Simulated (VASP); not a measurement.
These are PBEsol GGA, VASP's PBE PAW potentials (set 64) (plane waves; VASP 6.6.1) values and carry that method's errors.

VASP input:

KPOINTS:
```
Automatic mesh
0
Gamma
3 5 3
0 0 0
```

File POSCAR:
```
ZrTiSe4
1
    6.1000000000     0.0000000000     0.0000000000
    0.0000000000     3.6690000000     0.0000000000
    0.0000000000     0.0000000000     6.2000000000
Se Ti Zr
4 1 1
Direct
  0.2500000000   0.0000000000   0.3300000000
  0.7500000000   0.0000000000   0.6700000000
  0.2500000000   0.5000000000   0.8300000000
  0.7500000000   0.5000000000   0.1700000000
  0.0000000000   0.0000000000   0.0000000000
  0.0000000000   0.5000000000   0.5000000000
```

**INCAR**
```
GGA=PS
NELM=100
ISMEAR=-1
LCHARG=.FALSE.
LMAXMIX=4   # l cut-off of mixed one-centre charges
ENCUT=300   # plane-wave cut-off (eV)
LASPH=.TRUE.   # aspherical one-centre terms
LWAVE=.FALSE.
LREAL=.FALSE.   # projection in real space or not
SYSTEM=ZrTiSe4
SIGMA=0.1
ISIF=2
ALGO=Normal   # blocked Davidson
PREC=Accurate
EDIFF=1E-6   # SCF stop (eV)
```

POTCAR, in this order: Se Ti_sv Zr_sv (PBE.64 set). Program: vasp_std.

Output of the run:

File OUTCAR:
```
 ion  position               nearest neighbor table
   1  0.250  0.000  0.330-   5 2.55   6 2.61   6 2.61
   2  0.750  0.000  0.670-   5 2.55   6 2.61   6 2.61
   3  0.250  0.500  0.830-   6 2.55   5 2.61   5 2.61
   4  0.750  0.500  0.170-   6 2.55   5 2.61   5 2.61
   5  0.000  0.000  0.000-   1 2.55   2 2.55   3 2.61   4 2.61   3 2.61   4 2.61
   6  0.000  0.500  0.500-   3 2.55   4 2.55   1 2.61   2 2.61   1 2.61   2 2.61
  LATTYP: Found a simple orthorhombic cell.
 ALAT       =     3.6690000000
 B/A-ratio  =     1.6625783592
 C/A-ratio  =     1.6898337422
 Subroutine PRICEL returns:
 Original cell was already a primitive cell.
 Subroutine GETGRP returns: Found  4 space group operations
The static configuration has the point symmetry C_2h.
The dynamic configuration has the point symmetry C_2h.
 Subroutine INISYM returns: Found  4 space group operations
 Subroutine IBZKPT returns following result:
 Found     15 irreducible k-points:

 Following reciprocal coordinates:
            Coordinates               Weight
  0.000000  0.000000  0.000000      1.000000
  0.333333  0.000000  0.000000      2.000000
  0.000000  0.200000  0.000000      2.000000
...
```

### OSZICAR
```
       N       E                     dE             d eps       ncg     rms          rms(c)
DAV:   1     0.353375768193E+03    0.35338E+03   -0.16809E+04   864   0.110E+03
DAV:   2    -0.611238460456E+01   -0.35949E+03   -0.34853E+03   988   0.345E+02
DAV:   3    -0.425997648688E+02   -0.36487E+02   -0.35506E+02  1368   0.976E+01
DAV:   4    -0.446699665725E+02   -0.20702E+01   -0.20642E+01  1168   0.200E+01
DAV:   5    -0.447772467421E+02   -0.10728E+00   -0.10721E+00  1200   0.384E+00    0.219E+01
DAV:   6    -0.422464148590E+02    0.25308E+01   -0.43095E+01  1180   0.396E+01    0.176E+01
DAV:   7    -0.409979210175E+02    0.12485E+01   -0.44809E+01  1248   0.436E+01    0.920E+00
DAV:   8    -0.401255435457E+02    0.87238E+00   -0.34738E+00  1132   0.107E+01    0.394E+00
DAV:   9    -0.399288057017E+02    0.19674E+00   -0.12903E+00  1212   0.636E+00    0.137E+00
DAV:  10    -0.399239801234E+02    0.48256E-02   -0.78250E-02  1044   0.161E+00    0.557E-01
DAV:  11    -0.399235115767E+02    0.46855E-03   -0.54971E-03  1196   0.449E-01    0.266E-01
DAV:  12    -0.399233441999E+02    0.16738E-03   -0.22792E-03  1188   0.317E-01    0.398E-02
DAV:  13    -0.399233330262E+02    0.11174E-04   -0.12101E-04  1188   0.797E-02    0.170E-02
DAV:  14    -0.399233335141E+02   -0.48788E-06   -0.12342E-05   940   0.198E-02    0.551E-03
DAV:  15    -0.399233342742E+02   -0.76018E-06   -0.18247E-06   676   0.102E-02
   1 F= -.39923334E+02 E0= -.39887768E+02  d E =-.711323E-01
```

File OUTCAR:
```
------------------------ aborting loop because EDIFF is reached ----------------------------------------
  FORCE on cell =-STRESS in cart. coord.  units (eV):
  Direction    XX          YY          ZZ          XY          YZ          ZX
  --------------------------------------------------------------------------------------
  Total        3.1079750      0.1912912      2.1150709      0.0000000      0.0000000      1.4394036
  in kB       35.8854884      2.2086975     24.4211588      0.0000000      0.0000000     16.6197288
  external PRESSURE =      20.8384482 kB  Pullay stress =       0.0000000 kB
  volume of cell :      138.76
      direct lattice vectors                 reciprocal lattice vectors
     6.100000000  0.000000000  0.000000000     0.163934426  0.000000000  0.000000000
     0.000000000  3.669000000  0.000000000     0.000000000  0.272553829  0.000000000
     0.000000000  0.000000000  6.200000000     0.000000000  0.000000000  0.161290323
 POSITION                                       TOTAL-FORCE (eV/Angst)
 -----------------------------------------------------------------------------------
      1.52500      0.00000      2.04600         0.830561      0.000000     -0.651619
      4.57500      0.00000      4.15400        -0.830561      0.000000      0.651619
      1.52500      1.83450      5.14600         0.426154     -0.000000      1.125412
      4.57500      1.83450      1.05400        -0.426154      0.000000     -1.125412
      0.00000      0.00000      0.00000         0.000000      0.000000      0.000000
      0.00000      1.83450      3.10000         0.000000      0.000000      0.000000
 -----------------------------------------------------------------------------------
    total drift:                               -0.000000     -0.000000      0.000000
  FREE ENERGIE OF THE ION-ELECTRON SYSTEM (eV)
  ---------------------------------------------------
  free  energy   TOTEN  =       -39.9233342742 eV

  energy  without entropy=      -39.8522020192  energy(sigma->0) =      -39.88776815
```
(Selected blocks of OUTCAR.)

**OUTCAR**
```
 val. band max:        4.6732235833   @ k =   0.3333   0.0000   0.0000

 cond. band min:       4.7509857860   @ k =   0.3333  -0.4000  -0.3333


 Fermi energy:         4.6889345889

 k-point     1 :       0.0000    0.0000    0.0000
  band No.  band energies     occupation
      1     -52.8337      2.00000
      2     -44.3107      2.00000
      3     -29.1966      2.00000
      4     -29.1894      2.00000
      5     -29.1732      2.00000
      6     -22.5223      2.00000
      7     -22.4897      2.00000
      8     -22.3818      2.00000
      9      -9.0979      2.00000
     10      -7.7488      2.00000
     11      -7.6795      2.00000
     12      -7.5410      2.00000
     13      -0.6111      2.00000
     14      -0.3961      2.00000
     15       1.2124      2.00000
     16       1.7164      2.00000
     17       1.8223      2.00000
     18       2.1629      2.00000
     19       2.1815      2.00000
     20       2.1868      2.00000
     21       3.0889      2.00000
     22       4.6434      1.22389
     23       4.7799      0.57423
     24       4.7853      0.55236
     25       4.8899      0.23632
     26       5.1649      0.01700
     27       5.2908      0.00485
     28       5.6937      0.00009

 k-point     2 :       0.3333    0.0000    0.0000
  band No.  band energies     occupation
      1     -52.8337      2.00000
      2     -44.3107      2.00000
      3     -29.1966      2.00000
      4     -29.1893      2.00000
      5     -29.1733      2.00000
      6     -22.5221      2.00000
      7     -22.4902      2.00000
      8     -22.3816      2.00000
      9      -8.8939      2.00000
     10      -7.9952      2.00000
     11      -7.8442      2.00000
     12      -7.4276      2.00000
     13      -0.5039      2.00000
     14       0.2833      2.00000
     15       0.6362      2.00000
     16       1.7655      2.00000
     17       1.7683      2.00000
     18       2.1236      2.00000
     19       2.1745      2.00000
     20       2.9055      2.00000
...
```

At this cut-off the stress carries a Pulay error, which pulls relaxed volumes low.

The structure comes from a measured ZrTiSe4 entry of the Crystallography Open Database, whose conditions weren't checked. The cell was not relaxed at this level. The k-mesh is coarse (spacing up to 0.34 per Å, 2π included), so the numbers may not be converged in it.
